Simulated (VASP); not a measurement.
Input:

```
CELL_PARAMETERS angstrom
     -1.75263     1.75263     4.94268
      1.75263    -1.75263     4.94268
      1.75263     1.75263    -4.94268
ATOMIC_POSITIONS crystal
  Y  0.00000 0.00000 0.00000
  Ge 0.30444 0.30444 0.00000
  Ge 0.69556 0.69556 0.00000
```

All values below come from PBEsol GGA, VASP's PBE PAW potentials (set 64) (plane waves; VASP 6.6.1). Run with 400 eV cut-off, 14×14×14 Γ-centred mesh, tetrahedra with Blöchl corrections, potentials Y_sv Ge_d.

The cores are frozen, which limits the accuracy of field gradients.

### Question
Give the principal components of the electric field gradient (V/Å²) and the asymmetry η at each nucleus.

### Answer

```
atom   Vxx   Vyy    Vzz     η
----  ----  ----  -----  ----
Y1    31.6  31.6  -63.3  0.00
Ge2   47.6  47.6  -95.2  0.00
Ge3   47.6  47.6  -95.2  0.00
```

The structure was generated: YGe2 was put into the MoSi2 type (I4/mmm), which need not be its known phase. It was relaxed first.
